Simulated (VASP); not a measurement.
These are PBE GGA, VASP's PBE PAW potentials (set 64) (plane waves; VASP) values and carry that method's errors.

A VASP calculation is set up with these files.

**KPOINTS**
```
Automatic mesh
0
G
  8 8 8
0 0 0
```

**INCAR**
```
ALGO = Normal
EDIFF = 1E-6
EDIFFG = -0.02
ENCUT = 500
GGA = PE
IBRION = 2
ISIF = 3
ISMEAR = 0
LASPH = .TRUE.
LCHARG = .FALSE.
LMAXMIX = 4
LREAL = .FALSE.
LWAVE = .FALSE.
NELM = 100
NSW = 40
PREC = Accurate
PSTRESS = 50
SIGMA = 0.05
SYSTEM = CdSe
```

**POSCAR**
```
CdSe
1
   -0.0000000000     3.0117445023     3.0117445023
    3.0117445023    -0.0000000000     3.0117445023
    3.0117445023     3.0117445023     0.0000000000
Cd Se
1 1
Direct
  0.0000000000   0.0000000000   0.0000000000
  0.2500000000   0.2500000000   0.2500000000
```

POTCAR, in this order: Cd Se (PBE.64 set). Program: vasp_std.

Output

OSZICAR:
```
       N       E                     dE             d eps       ncg     rms          rms(c)
DAV:   1     0.109764255672E+03    0.10976E+03   -0.88813E+03   762   0.120E+03
DAV:   2    -0.102797831879E+01   -0.11079E+03   -0.10686E+03   849   0.292E+02
DAV:   3    -0.577178607209E+01   -0.47438E+01   -0.47313E+01   914   0.624E+01
DAV:   4    -0.579710699933E+01   -0.25321E-01   -0.25318E-01   824   0.442E+00
DAV:   5    -0.579726242418E+01   -0.15542E-03   -0.15542E-03   909   0.320E-01    0.695E+00
DAV:   6    -0.544701568454E+01    0.35025E+00   -0.65420E-01  1023   0.111E+01    0.532E+00
DAV:   7    -0.542475520980E+01    0.22260E-01   -0.17545E-01   804   0.323E+00    0.223E+00
DAV:   8    -0.542551900204E+01   -0.76379E-03   -0.17033E-02   799   0.197E+00    0.259E-01
DAV:   9    -0.542560515918E+01   -0.86157E-04   -0.21952E-03   849   0.738E-01    0.584E-02
DAV:  10    -0.542567149953E+01   -0.66340E-04   -0.24668E-04   794   0.237E-01    0.451E-02
DAV:  11    -0.542571267116E+01   -0.41172E-04   -0.70220E-05   774   0.663E-02    0.120E-02
DAV:  12    -0.542571255876E+01    0.11240E-06   -0.62560E-06   914   0.388E-02
   1 F= -.37206363E+01 E0= -.37206363E+01  d E =-.372064E+01
```

### OUTCAR
```
------------------------ aborting loop because EDIFF is reached ----------------------------------------
  FORCE on cell =-STRESS in cart. coord.  units (eV):
  Direction    XX          YY          ZZ          XY          YZ          ZX
  --------------------------------------------------------------------------------------
  Total        1.7088244      1.7088244      1.7088244      0.0000000      0.0000000     -0.0000000
  in kB       50.1099128     50.1099128     50.1099128      0.0000000      0.0000000     -0.0000000
  external PRESSURE =       0.1099128 kB  Pullay stress =      50.0000000 kB
  volume of cell :       54.64
      direct lattice vectors                 reciprocal lattice vectors
     0.000000000  3.011744502  3.011744502    -0.166016739  0.166016739  0.166016739
     3.011744502  0.000000000  3.011744502     0.166016739 -0.166016739  0.166016739
     3.011744502  3.011744502  0.000000000     0.166016739  0.166016739 -0.166016739
  FREE ENERGIE OF THE ION-ELECTRON SYSTEM (eV)
  ---------------------------------------------------
  free  energy   TOTEN  =        -5.4257125588 eV

  energy  without entropy=       -5.4257125588  energy(sigma->0) =       -5.42571256
  enthalpy is  TOTEN    =        -3.7206363434 eV   P V=        1.7050762154

 reached required accuracy - stopping structural energy minimisation
```
(Selected blocks of OUTCAR.)

The compound is CdSe in the zinc blende structure, whereas wurtzite is the usual form. It was relaxed first under an external pressure of 5 GPa.
